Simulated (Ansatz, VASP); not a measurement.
## Cross-check of PtS2 between VASP and Ansatz

One calculation is typed for both programs; each brings its own data sets. How far apart do they land? Of the first pair: The structure shown is the end of the Ansatz relaxation below.

Calculated with Ansatz 0.2.0; plane waves, with VASP 6.6.1 beside it; PBE with D3(BJ).

## Step 1: The starting structure

The structure is trigonal, space group P-3m1 (No. 164). Conventional cell: a = 3.579 Å, b = 3.579 Å, c = 4.711 Å, α = 90.00°, β = 90.00°, γ = 120.00°. Nearest to S lie 3 Pt at 2.39 Å. Nearest to Pt lie 6 S at 2.39 Å. Farther neighbours and most contacts between anions are not listed.

## Step 2: Ansatz: relaxation, PBE with D3(BJ)

Ansatz runs on its PAW soft_1 files.

This run makes the geometry at which the two programs are then compared.

Input file input.yaml:

```yaml
crystal:
  lattice:
    - [3.5830859634, 0.0, 0.0]
    - [-1.7915429817, 3.1030434682, 0.0]
    - [0.0, 0.0, 4.7105419995]
  atoms:
    - { symbol: S, position: [0.3333333333, 0.6666666667, 0.2586451416] }
    - { symbol: S, position: [0.6666666667, 0.3333333333, 0.7413548584] }
    - { symbol: Pt, position: [0.0, 0.0, 0.0] }
kpoints:
  mp_grid: { grid: [12, 12, 8] }
hamiltonian:
  xc: pbe
  dispersion: d3bj
  pseudopotentials: { kind: paw, azcp: { folder: soft_1 } }
scf:
  occupations: { method: gaussian, width: 0.01 }
output:
  forces: true
  stress: true
  eigenvalues: true
relax:
  adjacent_minimum: "off"
  f_tol: 0.001
  max_steps: 60
  cell: { stress_tol: 0.01, fix: [c, angles] }
```

Run with:

```bash
> ansatz run input.yaml --threads 4 --pin off --max-ram 10240MiB --backend cpu --events-out ev --progress --plain --runs-dir out
```

Numbers of over 12 decimals in the logs are rounded to 6 here.

Log:

```text
Warning: crystal.symmetry: narrowed to the stabiliser of the fixed cell quantities (relax.cell.fix) — unitary ops 12 → 4. The narrowing is safe, since a smaller group never makes results wrong: the run goes on under it, on as many k-points as the starting group would need, or more. Excluded: 8 operations that would move a fixed cell quantity at a test strain (relax.cell.fix fixes c, alpha, beta, gamma). The cell can leave their symmetry as it relaxes.
Engine: ansatz 0.2.0, aarch64-unknown-linux-gnu
Pseudopotentials: kind: paw
Pseudopotential: S, paw, valence charge 6, recommended cutoff 420 eV (normal), soft_1/S.paw.azcp
Pseudopotential: Pt, paw, valence charge 18, recommended cutoff 420 eV (normal), soft_1/Pt.paw.azcp
Functional definition: PBE
  parameter kappa = 0.804
  parameter beta = 0.066725
  exchange = pbe_x(kappa = kappa, mu = beta*pi^2/3)
  correlation = pbe_c(beta = beta)
Crystal: 3 atoms, lattice volume = 52.374 Å³
Basis set: ecut = 420 eV, 1005 PW (Γ), exchange–correlation on 48×48×64 points (8 copies of the dense FFT grid, shifted against one another)
Bands: 19, of which v1, the nominal top of the filled ones, is band 15 counted from 1 (14 counted from 0)
Symmetry: 4 space group operations
k-points: 320 of 1152
Non-local potential: S, projectors of the file, l = 0: 2, l = 1: 2, l = 2: 1
Non-local potential: Pt, projectors of the file, l = 0: 3, l = 1: 2, l = 2: 2, l = 3: 1
PAW form: soft (Blöchl's): semilocal exchange-correlation on the pseudo side does not see the compensation charge
PAW one-centre angular grid: S, 110 points (default); XC on 64 Gauss nodes
PAW one-centre angular grid: Pt, 590 points (default); XC on 64 Gauss nodes
Initial density: superposition of atomic densities (chi_scale 0.1, normalization cell, long waves kept (reshape's long-wave potential 0.01 eV rms))
Initial wavefunctions: pseudopotential atomic-orbital guess
Functional: x = pbe(κ = 0.804, μ = 0.219515), c = pbe(β = 0.066725)
SCF iter   1: F=—  HF=-14331.667222 eV  |F-HF|=—  |Δ(HF+E_count)|=         —  Δρ=7.80e-2  dr2=2.81e0  ethr=3.10e-3  ⟨swp⟩=6.4  Hψ=33938  notcnv=0
preconditioner: auto → Resta (q_TF=auto, 2.486 Å⁻¹)  ε∞=7.3  [insulator: Δε(μ)=0.763 eV  Ē_g=9.552 eV  σ=0.010 eV  W_gap=1.00  n_scr=20 (ndim 8)  ℏωp=24.1 eV  f_vac=0.000  D(μ)=0.00/eV (n_scr^D=0)  ε∞_Penn≈7.3]
SCF iter   2: F=—  HF=-14331.246780 eV  |F-HF|=—  |Δ(HF+E_count)|=   4.20e-1  Δρ=3.68e-2  dr2=5.65e-1  ethr=3.10e-3  ⟨swp⟩=2.7  Hψ=11697  notcnv=0
SCF iter   3: F=—  HF=-14331.156059 eV  |F-HF|=—  |Δ(HF+E_count)|=   9.07e-2  Δρ=5.09e-3  dr2=8.12e-3  ethr=1.88e-3  ⟨swp⟩=2.6  Hψ=9623  notcnv=0
SCF iter   4: F=—  HF=-14331.157328 eV  |F-HF|=—  |Δ(HF+E_count)|=   1.27e-3  Δρ=7.14e-4  dr2=2.87e-4  ethr=2.71e-5  ⟨swp⟩=2.1  Hψ=12448  notcnv=0
SCF iter   5: F=—  HF=-14331.157557 eV  |F-HF|=—  |Δ(HF+E_count)|=   2.29e-4  Δρ=1.86e-4  dr2=2.04e-5  ethr=9.56e-7  ⟨swp⟩=2.0  Hψ=10903  notcnv=0
SCF iter   6: F=—  HF=-14331.157547 eV  |F-HF|=—  |Δ(HF+E_count)|=   9.74e-6  Δρ=4.14e-5  dr2=8.75e-7  ethr=6.80e-8  ⟨swp⟩=2.0  Hψ=9395  notcnv=0
SCF iter   7: F=-14331.157549 eV  HF=-14331.157549 eV  |F-HF|=4.46e-8  |Δ(HF+E_count)|=   1.59e-6  Δρ=7.17e-6  dr2=2.56e-8  ethr=3.33e-10  ⟨swp⟩=8.0  Hψ=32846  notcnv=0
SCF 1 converged in 7 iterations: F = -14331.157549 eV  dr2 = 2.56e-8
  greatest PAW one-centre occupation: 1.000 electrons in one spin orbital (limit 2), on the Pt atom at site 2 (counted from 0), in its partial waves of l = 0
relax step   1: F+E_penalty+E_count = -14331.15754892 eV  Δ(F+E_penalty+E_count) = +0.000e0 eV  max|allowed force component| = 1.313e-1 eV/Å  Δτ_max = 0.0000 Å  P = -1.055 GPa  Ω = 52.374 Å³  fix = [c, alpha, beta, gamma]  reactions: c -1.220 GPa; alpha -0.000, beta +0.000, gamma +0.000 GPa/rad  (7 SCF iters, dr2 threshold 1.00e-7 eV, accepted)
[...]
relax step   3: F+E_penalty+E_count = -14331.15904094 eV  Δ(F+E_penalty+E_count) = -9.812e-5 eV  max|allowed force component| = 9.064e-4 eV/Å  Δτ_max = 0.0033 Å  P = -0.078 GPa  Ω = 52.249 Å³  energy of the carried Pulay correction = +3.767e-5 eV  fix = [c, alpha, beta, gamma]  reactions: c -0.313 GPa; alpha -0.000, beta +0.000, gamma -0.000 GPa/rad  (6 SCF iters, dr2 threshold 5.42e-8 eV, accepted)
[...]
relax step   4: F+E_penalty+E_count = -14331.15903806 eV  Δ(F+E_penalty+E_count) = +2.878e-6 eV  max|allowed force component| = 2.194e-4 eV/Å  Δτ_max = 0.0003 Å  P = -0.109 GPa  Ω = 52.266 Å³  energy of the carried Pulay correction = +3.263e-5 eV  fix = [c, alpha, beta, gamma]  reactions: c -0.318 GPa; alpha -0.000, beta +0.000, gamma -0.000 GPa/rad  (6 SCF iters, dr2 threshold 3.75e-9 eV, accepted)
[...]
relax step   5: F+E_penalty+E_count = -14331.15900364 eV  Δ(F+E_penalty+E_count) = +3.442e-5 eV  max|allowed force component| = 1.999e-4 eV/Å  Δτ_max = 0.0000 Å  P = -0.108 GPa  Ω = 52.266 Å³  fix = [c, alpha, beta, gamma]  reactions: c -0.318 GPa; alpha -0.000, beta +0.000, gamma -0.000 GPa/rad  stress off target by 2.93e-3 GPa on what of the cell is left free  SCF on the basis re-selected at this cell (its energy is not comparable with the rows above)  (7 SCF iters)
basis re-selected at this cell: Δ(F+E_penalty+E_count) = +3.442e-5 eV, ΔP = +0.001 GPa vs the last step (what re-selecting the basis moved, of the pressure what is left beyond the Pulay correction that the steps carried, after the strain that the cell walked since its last selection, with what the two solves' SCF thresholds leave and, on support functions, any second-order correction that the steps lacked; it is no m [...]
SCF converged after 7 iterations
Free energy (F): -14331.159004 eV
Harris-Foulkes:  -14331.159004 eV  (|F-HF|=5.46e-12)
Internal energy: -14331.159004 eV  (E = F + TS)
E sigma→0 (E₀):  -14331.159004 eV
Fermi energy:    12.351585 eV
--- Per-component energies (eV) ---
  E_band       = -291.685714
  E_kinetic    = 806.670106
  E_local      = -2787.118236  (includes V_loc(G=0)·N_el)
  E_nonlocal   = 272.102426
  E_hartree    = 1095.007240
  E_xc         = -410.055726
  E_vxc        = -436.825159  (∫ρ·V_xc dr)
  E_paw        = -10700.475697  (= ΣΔE_a)
  E_vpaw       = -336.530401  (= ΣTr[D̂ρ^β])
  E_aug_tail   = 0.001104  (compensation charges beyond the density's cutoff)
  E_ewald      = -2605.947697
  E_disp       = -1.342522  (pairwise vdW)
  E_smearing   = -0.000000  (= −TS)
  E_closure    = 0.000000  (closes the sum)
  Σ components = -14331.159004   (vs F -14331.159004, Δ=0.00e0)
--- Forces (eV/Å), atoms counted from 1 ---
  atom   1  S     -0.00000000     0.00000000    -0.00019987
  atom   2  S      0.00000000    -0.00000000     0.00019987
  atom   3  Pt     0.00000000    -0.00000000     0.00000000
  max |Σ_I F_I| component: 7.89e-31 eV/Å
--- Stress (GPa, compression-positive) ---
       -0.002934       0.000000      -0.000000
        0.000000      -0.002934       0.000000
       -0.000000       0.000000      -0.318134
  P = ⅓ Tr σ = -0.1080 GPa (-1.080 kbar)
--- Band table (eV; the first three rows and the last of 320) ---
  k-point 0: bands = [... 11 lower, 9.8035, 10.7006, 10.7006, 12.2877, 13.5077, 13.5077, 15.9637, 17.2697]
  k-point 1: bands = [... 11 lower, 9.7663, 10.6186, 10.6186, 12.0014, 13.6525, 13.6525, 16.1245, 17.5730]
  k-point 2: bands = [... 11 lower, 9.6158, 10.4376, 10.4376, 11.3965, 14.0020, 14.0020, 16.5820, 18.2331]
  k-point 319: bands = [... 11 lower, 8.6872, 9.0543, 9.1082, 10.7215, 13.1142, 13.9238, 17.1396, 17.2885]
--- Relaxed structure (4 steps of the walk, 4 accepted, 1 SCFs on fresh bases) ---
  F+E_penalty+E_count = -14331.15900364 eV   max|allowed force component| = 1.999e-4 eV/Å   (the final SCF, on the basis selected at the relaxed cell)
  cell:  # Å, volume = 52.2656 Å³
    - [3.579377, -1.232322488622219e-19, 0]
    - [-1.789688, 3.099831, 0]
    - [0, 0, 4.7105419995]
  atoms:
    - { symbol: S, position: [0.333333, 0.666667, 0.256837] }
    - { symbol: S, position: [0.666667, 0.333333, 0.743163] }
    - { symbol: Pt, position: [0, 0, 0.0] }
```

In the SCF lines HF is the Harris–Foulkes energy and dr2 the Hartree energy of the density residual, in eV; the loop may stop once dr2 is under the threshold and the program's other checks hold. Hψ counts applications of the Hamiltonian.

## Step 3: VASP: single point, PBE with D3(BJ), cell relaxed in part, pair 1

The same cell, functional, mesh and smearing now go to VASP, with its own data sets.

Lines of VASP's logs that name or quote its potential files are left out, and so is its time.

Input file INCAR:

```
SYSTEM = PtS2
PREC = Accurate
ENCUT = 500
EDIFF = 1E-06
NELM = 120
ISMEAR = 0
SIGMA = 0.01
LREAL = .FALSE.
ALGO = Normal
GGA = PE
IVDW = 12
NBANDS = 17
LASPH = .TRUE.
LORBIT = 11
LWAVE = .FALSE.
LCHARG = .FALSE.
ISIF = 2
GGA_COMPAT = .FALSE.
EFERMI = MIDGAP
KPAR = 2
```

Input file POSCAR:

```
PtS2
1.0
    3.5793767207      0.0000000000      0.0000000000
   -1.7896883603      3.0998311698      0.0000000000
    0.0000000000      0.0000000000      4.7105419995
S Pt
2 1
Direct
    0.3333333334      0.6666666666      0.2568374467
    0.6666666666      0.3333333334      0.7431625533
    0.0000000000      0.0000000000      0.0000000000
```

Input file KPOINTS:

```
Automatic mesh
0
Gamma
12 12 8
0 0 0
```

PAW data sets: S and Pt (PBE family, release 64).

Run with:

```bash
> mpirun -np 2 vasp_std
```

Log:

```text
[banner, memory and clock lines left out]
running    2 mpi-ranks, on    1 nodes
 distrk:  each k-point on    1 cores,    2 groups
 distr:  one band on    1 cores,    1 groups

 POSCAR found type information on POSCAR S Pt
 POSCAR found :  2 types and       3 ions
 LDA part: xc-table for (Slater+PW92), standard interpolation
 POSCAR, INCAR and KPOINTS ok, starting setup
 FFT: planning ... GRIDC
 FFT: planning ... GRID_SOFT
 FFT: planning ... GRID
 WAVECAR not read
 entering main loop
       N       E                     dE             d eps       ncg     rms          rms(c)
DAV:   1     0.107556040253E+03    0.10756E+03   -0.10385E+04  4566   0.113E+03
DAV:   2    -0.119382991649E+02   -0.11949E+03   -0.11591E+03  5593   0.225E+02
DAV:   3    -0.165830975344E+02   -0.46448E+01   -0.46161E+01  5644   0.460E+01
DAV:   4    -0.166291848516E+02   -0.46087E-01   -0.46063E-01  5936   0.502E+00
DAV:   5    -0.166298800267E+02   -0.69518E-03   -0.69508E-03  5838   0.594E-01    0.179E+01
DAV:   6    -0.156011553604E+02    0.10287E+01   -0.69133E+00  4533   0.256E+01    0.124E+01
DAV:   7    -0.153448192452E+02    0.25634E+00   -0.13025E+00  4545   0.117E+01    0.586E+00
DAV:   8    -0.153309437249E+02    0.13876E-01   -0.70864E-02  5129   0.187E+00    0.132E+00
DAV:   9    -0.153274599018E+02    0.34838E-02   -0.99099E-03  5646   0.104E+00    0.226E-01
DAV:  10    -0.153276263862E+02   -0.16648E-03   -0.14097E-03  5511   0.249E-01    0.939E-02
DAV:  11    -0.153276773111E+02   -0.50925E-04   -0.55008E-05  5492   0.601E-02    0.458E-02
DAV:  12    -0.153276795486E+02   -0.22375E-05   -0.90618E-06  5653   0.275E-02    0.824E-03
DAV:  13    -0.153276806547E+02   -0.11061E-05   -0.88646E-07  4274   0.728E-03    0.374E-03
DAV:  14    -0.153276807952E+02   -0.14052E-06   -0.20959E-07  2585   0.344E-03
   1 F= -.16669900E+02 E0= -.16669900E+02  d E =-.475857E-26
```

Parts of OUTCAR (step 3):

```text
ion  position               nearest neighbor table
   1  0.333  0.667  0.257-   3 2.39   3 2.39   3 2.39
   2  0.667  0.333  0.743-   3 2.39   3 2.39   3 2.39
   3  0.000  0.000  0.000-   1 2.39   2 2.39   2 2.39   1 2.39   1 2.39   2 2.39

  LATTYP: Found a hexagonal cell.
 ALAT       =     3.5793767207
 C/A-ratio  =     1.3160229747

 Subroutine GETGRP returns: Found 12 space group operations
 (whereof 12 operations were pure point group operations)

The static configuration has the point symmetry D_3d.

 Found    131 irreducible k-points:

   k-points           NKPTS =    131   k-points in BZ     NKDIM =    131   number of bands    NBANDS=     17

   dimension x,y,z NGX =    28 NGY =   28 NGZ =   36
   dimension x,y,z NGXF=    56 NGYF=   56 NGZF=   72

   ENCUT  =  500.0 eV  36.75 Ry    6.06 a.u.   6.53  6.53  8.59*2*pi/ulx,y,z

   NELECT =      22.0000    total number of electrons

 k-points in reciprocal lattice and weights: Automatic mesh
   0.00000000  0.00000000  0.00000000       0.001
   0.08333333 -0.00000000  0.00000000       0.005
   0.16666667  0.00000000  0.00000000       0.005
   0.25000000  0.00000000  0.00000000       0.005
   0.33333333  0.00000000  0.00000000       0.005
   0.41666667  0.00000000  0.00000000       0.005
   0.50000000  0.00000000  0.00000000       0.003
   0.08333333  0.08333333  0.00000000       0.005
   0.16666667  0.08333333  0.00000000       0.010
[...]
0.33333333  0.25000000  0.50000000       0.010
   0.33333333  0.33333333  0.50000000       0.002

 average (electrostatic) potential at core
       1 -84.8383       2 -84.8383       3 -67.6944

 E-fermi :   7.9088

 k-point     1 :       0.0000    0.0000    0.0000
  band No.  band energies     occupation
    ...
      7       3.6202      2.00000
      8       5.3576      2.00000
      9       6.2615      2.00000
     10       6.2615      2.00000
     11       7.8379      2.00000
     12       9.0617      0.00000
     13       9.0617      0.00000
     14      11.5469      0.00000
     15      12.8485      0.00000
     16      15.2640      0.00000
    ...

 k-point     2 :       0.0833   -0.0000    0.0000
  band No.  band energies     occupation
    ...
      7       3.5511      2.00000
      8       5.1286      2.00000
      9       6.1449      2.00000
     10       6.2297      2.00000
     11       7.6002      2.00000
     12       9.0329      0.00000
     13       9.0781      0.00000
     14      12.0460      0.00000
     15      13.1978      0.00000
     16      15.0653      0.00000
    ...

 k-point     3 :       0.1667    0.0000    0.0000
  band No.  band energies     occupation
    ...
      7       3.3985      2.00000
      8       4.6205      2.00000
      9       5.9386      2.00000
     10       6.0684      2.00000
     11       7.0144      2.00000
     12       9.1139      0.00000
     13       9.1905      0.00000
     14      12.8954      0.00000
     15      13.8319      0.00000
     16      15.0665      0.00000
    ...

 Edisp (eV)   -1.34222

  Total      -0.17724    -0.17724    -0.20282    -0.00000    -0.00000    -0.00000
  in kB      -5.43311    -5.43311    -6.21722    -0.00000    -0.00000    -0.00000
  external pressure =       -5.69 kB  Pullay stress =        0.00 kB

  energy-cutoff  :      500.00
  volume of cell :       52.27
      direct lattice vectors                 reciprocal lattice vectors
     3.579376721  0.000000000  0.000000000     0.279378249  0.161299107  0.000000000
    -1.789688360  3.099831170  0.000000000     0.000000000  0.322598214  0.000000000
     0.000000000  0.000000000  4.710542000     0.000000000  0.000000000  0.212289796

 POSITION                                       TOTAL-FORCE (eV/Angst)
 -----------------------------------------------------------------------------------
      0.00000      2.06655      1.20984        -0.000000      0.000000     -0.041296
      1.78969      1.03328      3.50070         0.000000      0.000000      0.041296
      0.00000      0.00000      0.00000        -0.000000      0.000000      0.000000
 -----------------------------------------------------------------------------------
    total drift:                               -0.000000      0.000000     -0.000000

  FREE ENERGIE OF THE ION-ELECTRON SYSTEM (eV)
  ---------------------------------------------------
  free  energy   TOTEN  =       -16.6699001542 eV

  energy  without entropy=      -16.6699001542  energy(sigma->0) =      -16.66990015

 total charge
# of ion       s       p       d       tot
------------------------------------------
    1        1.367   2.263   0.000   3.629
    2        1.367   2.263   0.000   3.629
    3        0.693   0.772   7.980   9.446
--------------------------------------------------
tot          3.427   5.297   7.980  16.704

[... 3 further parts left out ...]
```

The run ends at a pressure of -0.57 GPa, with forces up to 0.041 eV/Å.

## Step 4: Side by side

Known differences besides the potentials themselves: the data sets hold 30 valence electrons in Ansatz (on its PAW soft_1 files) and 22 in VASP; the cutoff is 420 eV in Ansatz and 500 eV in VASP; Ansatz's pressure holds a Pulay correction, VASP's none. Total energies have different zeros and are not compared.

Both answers:

| quantity | Ansatz | VASP | difference |
| --- | --- | --- | --- |
| pressure (GPa) | -0.11 | -0.57 | +0.46 |
| gap on the k mesh (eV) | 0.129 | 0.142 | -0.013 |

The largest component of a force difference here is 41 meV/Å. A gap on the mesh is an upper bound, since the band edges may lie between its points; neither run holds spin-orbit coupling, which can move the band edges of a compound of Pt.

## Step 5: Ansatz: relaxation, PBE with D3(BJ)

The two programs are compared at the cell with which this relaxation starts, whose forces are those of its first step. The cell compared in this pair holds 52.78 Å³, against 52.27 Å³ for the pair before.

The structure compared here is the start of the Ansatz relaxation; VASP solves that cell, so the two are compared at the walk's first step.

input.yaml, the sections that differ from step 2:

```yaml
crystal:
  lattice:
    - [3.5793767207, 0.0, 0.0]
    - [-1.7896883603, 3.0998311698, 0.0]
    - [0.0, 0.0, 4.7571810292]
  atoms:
    - { symbol: S, position: [0.3333333334, 0.6666666666, 0.2568374467] }
    - { symbol: S, position: [0.6666666666, 0.3333333334, 0.7431625533] }
    - { symbol: Pt, position: [0.0, 0.0, 0.0] }
# kpoints, hamiltonian, scf, output, relax: as in step 2
```

Run with:

```bash
> ansatz run input.yaml --threads 4 --pin off --max-ram 10240MiB --backend cpu --events-out ev --progress --plain --runs-dir out
```

Log:

```text
[...]
Crystal: 3 atoms, lattice volume = 52.783 Å³
Basis set: ecut = 420 eV, 1005 PW (Γ), exchange–correlation on 48×48×64 points (8 copies of the dense FFT grid, shifted against one another)
Bands: 19, of which v1, the nominal top of the filled ones, is band 15 counted from 1 (14 counted from 0)
Symmetry: 4 space group operations
k-points: 320 of 1152
[...]
--- Relaxed structure (4 steps of the walk, 4 accepted, 1 SCFs on fresh bases) ---
[...]
cell:  # Å, volume = 52.6792 Å³
    - [3.575850, -2.8839071084137336e-11, 0]
    - [-1.787925, 3.096777, 0]
    - [0, 0, 4.7571810292]
  atoms:
    - { symbol: S, position: [0.333333, 0.666667, 0.254997] }
    - { symbol: S, position: [0.666667, 0.333333, 0.745003] }
    - { symbol: Pt, position: [0, 0, 0] }
[key lines of the parts left out:]
SCF converged after 8 iterations
Free energy (F): -14331.157545 eV
Fermi energy:    12.190732 eV
P = ⅓ Tr σ = -0.1966 GPa (-1.966 kbar)
```

(Part 1 of 2 ends here.)

[Lines on the potential files, build, host, timing and source positions are cut from VASP's logs without a mark.]

[Logs are printed without paths, hosts, clocks, repeated set-up lines and the standing remarks that a program may print on its own settings, such as how far it seeks lower states.]

[Hosts, paths, dates, database ids (printed as entryN), source tags and the programs' standing remarks are cut or masked in the printed files.]
